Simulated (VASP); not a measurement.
# 1T-SnSSe, 2 layers, AB: relaxation and electronic structure, part 3 of 3

Aim: model 1T-SnSSe, 2 layers, AB by a slab and find how far its highest filled level lies below the vacuum.

VASP 6.6.1; r2SCAN; plane waves and PAW (Se, Sn, S).

So far. Step 3 (Going on with the relaxation): The run ended after 2 ionic steps, 0.000 eV below its first step, once the forces on the free atoms met EDIFFG = -0.03. Step 4 (Vacuum level and density of states): The vacuum level lies 6.80 eV above the highest filled level at the upper face; the two faces differ by 0.55 eV, the step that the slab's dipole of 0.038 e·Å makes.

### 5. Tunnelling image, filled states within 1 eV (continued)

Partial charge density in the ca plane at fractional y = 0.000, with atoms of Se and Sn within 0.2 Å of it. It is the smooth field of the valence electrons, not physical close to the nuclei.

Ten even steps from '0' (-0.15 Å⁻³) to '9' (0.28 Å⁻³), each cell a mean:
```
33333333333333333333333333333333346993598543
33333333333333333333444333333333345799986433
33333333333333333344444433344433334566665433
33333333333333333445554433444443333444444334
33333333333333333445554433444443333334443334
33333333333333333445554433444443333344443334
33333333333333333344444433344433334455554433
33333333333333333334444333333333334678875433
33333333333333333333333333333333345897897543
33333333333333333333333333333333346980298543
```
Columns run along c (16.0 Å, from fractional 0.01 to 0.67 of the cell), rows up along a (3.8 Å). Atoms in or near the plane, at fractional coordinates: Se at (0.57, 0.00), Sn at (0.37, 0.00).

Shared out to the nearest atoms, the partial charge density (by size) has 55 % on Se; its largest share on one atom is 31 % (Se2), and it takes 4 of the 6 atoms to pass 80 %.

Between its 5th and 95th percentile the partial density varies by a factor of 5.6, which sets the contrast of the image.

### 6. Tunnelling image, empty states within 1 eV

A partial density over this window, at constant height above the top atom, is the Tersoff-Hamann picture of a tunnelling image.

The input, INCAR:

```
SYSTEM = SnSeS
PREC = Normal
ENCUT = 300
EDIFF = 1E-05
NELM = 120
ISMEAR = -1
SIGMA = 0.05
LREAL = .FALSE.
ALGO = Normal
METAGGA = R2SCAN
LASPH = .TRUE.
NBANDS = 32
LWAVE = .FALSE.
LCHARG = .FALSE.
ISTART = 1
LPARD = .TRUE.
NBMOD = -2
EINT = -0.714 0.306
LSEPB = .FALSE.
LSEPK = .FALSE.
```

The input, POSCAR:

```
SnSeS
1.0
    3.7850000000      0.0000000000      0.0000000000
   -1.8925000000      3.2779061533      0.0000000000
    0.0000000000      0.0000000000     24.1457420390
Se Sn S
2 2 2
Direct
    0.6666666667      0.3333333333      0.3055909651
    0.0000000000      0.0000000000      0.5712217042
    0.0000000000      0.0000000000      0.3710013207
    0.3333333333      0.6666666667      0.6367644377
    0.3333333333      0.6666666667      0.4301823105
    0.6666666667      0.3333333333      0.6959664799
```

The input, KPOINTS:

```
Automatic mesh
0
Gamma
9 9 1
0 0 0
```

PAW data sets: Se, Sn and S (PBE family, release 64).

The WAVECAR or CHGCAR of an earlier step is read.

Launch:

```console
$ mpirun -np 2 vasp_std
```

The program printed:

```text
 LDA part: xc-table for (None), standard interpolation
 found WAVECAR, reading the header
 POSCAR, INCAR and KPOINTS ok, starting setup
 FFT: planning ... GRIDC
 FFT: planning ... GRID_SOFT
 FFT: planning ... GRID
 reading WAVECAR
 the WAVECAR file was read successfully
Calculating partial charge density.
NDMOD =  -2
Energy range energy from INCAR:   -0.714   0.306
No KPOINTS given: use all of them.

NBMOD is set to  -2
Selected energy range (EINT)   -0.7140   0.3060
Selected all k-points to calculate charge density.
k-point no.    1; bands inside the range    1
  17
k-point no.    2; bands inside the range    0

k-point no.    3; bands inside the range    0

k-point no.    4; bands inside the range    2
  17  18
k-point no.    5; bands inside the range    2
  17  18
k-point no.    6; bands inside the range    0

k-point no.    7; bands inside the range    0

k-point no.    8; bands inside the range    2
  17  18
k-point no.    9; bands inside the range    2
  17  18
k-point no.   10; bands inside the range    0

k-point no.   11; bands inside the range    0

k-point no.   12; bands inside the range    0

Finished calculating partial charge density.
VASP will stop now.

[... 3 parts as in an earlier step ...]
```

Run time: 3.2 s. Hardware: 2 MPI ranks of Intel Xeon Platinum 8259CL at 2.50GHz (Skylake/Cascade Lake), shared host; 2.9 s of CPU time.

Parts of OUTCAR (step 6):

```text
   NELECT =      32.0000    total number of electrons

[... 8 parts as in an earlier step ...]

[... 2 further parts left out ...]
```

Local density of states in the window along a and b. Constant height, 2.5 Å above the top atom.

Ten even steps from '0' (3.37 × 1e-5 e/Å³) to '9' (9.25 × 1e-5 e/Å³), each cell a mean:
```
99988776654332222223445667889999
99887765543322111223445667889999
88776654332211111223445667788999
87765543221110111123345667888888
76654332110000001123345667788887
65543221100000001123445666777776
54432211000000001223445566666665
43322110000000011223344555555544
32221100000000111223334444444433
22211110000011112222233333333322
22211111111111122222222222222222
22222222222222222222111111112222
33333222333333222211100011112222
34444444444433322111000000122233
45555555555443322110000001223344
66666666665544322110000112334455
77767776766554322110011123345666
88778777776554322111112234556677
88888888776554322111223445567788
99999988776544322222233456678899
99999988765543322222334567788999
99999887665433222223345667788999
```
Columns: along a (fractional) from 0 to 0.969; rows upwards: along b (fractional) from 0 to 0.969.

Partial charge density in the ca plane at fractional y = 0.000, with atoms of Se and Sn within 0.2 Å of it. It is the smooth field of the valence electrons, not physical close to the nuclei.

Values in units of 1e-2 Å⁻³, 6 rows by 16 columns, each cell a mean:
```
0.0 0.0 0.0 0.0 0.1 0.2 1.6 2.9 1.8 0.1 0.1 1.2 1.7 0.8 0.5 0.7
0.0 0.0 0.0 0.0 0.2 0.8 0.8 2.0 0.9 0.5 0.2 1.1 1.7 0.7 0.7 0.9
0.0 0.0 0.0 0.0 0.3 1.9 1.0 0.3 1.4 1.5 0.2 0.5 0.6 1.4 0.8 0.8
0.0 0.0 0.0 0.0 0.3 1.6 0.9 0.6 1.1 1.2 0.2 0.6 0.7 1.2 0.8 0.9
0.0 0.0 0.0 0.0 0.2 0.5 1.0 2.6 1.1 0.3 0.2 1.4 2.2 0.6 0.6 0.9
0.0 0.0 0.0 0.0 0.1 0.1 1.8 2.8 2.1 0.1 0.1 0.9 0.6 1.0 0.5 0.7
```
Columns run along c (16.0 Å, from fractional 0.07 to 0.73 of the cell), rows up along a (3.8 Å). Atoms in or near the plane, at fractional coordinates: Se at (0.57, 0.00), Sn at (0.37, 0.00).

Shared out to the nearest atoms, the partial charge density (by size) has 34 % on S; its largest share on one atom is 17 % (S5), and it takes 5 of the 6 atoms to pass 80 %.

Between its 5th and 95th percentile the partial density varies by a factor of 2.4, which sets the contrast of the image.

### 7. Derived quantities

This step: slab, r2SCAN; plane waves and PAW (VASP 6.6.1).

This step runs nothing: it gathers the runs above.

Numbers from this step:

* ionisation potential at the upper face: 6.801 eV

### 8. Summary of results

```
ionisation potential of the slab : 6.80 eV
```

**Reading.** The ionisation potential is 6.80 eV at the upper face and 6.25 eV at the lower. The crystal is layered and no dispersion term is used, so the spacing and binding between its layers, and what hangs on them, are unreliable. The atom that ends on top (S) moved outwards by 1.16 Å, counted from the mean of all atoms. Semilocal band edges put the ionisation potential too low and the gap too small. The cell in the plane was kept as given and was not relaxed here. The slab has a gap, so the level below the vacuum is counted from the highest filled level.

[Lines on the potential files, build, host, timing and source positions are cut from VASP's logs without a mark.]

[Logs are printed without paths, hosts, clocks, repeated set-up lines and the standing remarks that a program may print on its own settings, such as how far it seeks lower states.]

[Hosts, paths, dates, database ids (printed as entryN), source tags and the programs' standing remarks are cut or masked in the printed files.]

[In band tables of VASP the shares of atoms and orbitals are scaled to a sum of 1 inside the atoms' spheres.]

[Runs that stopped without an error message from VASP are left out.]
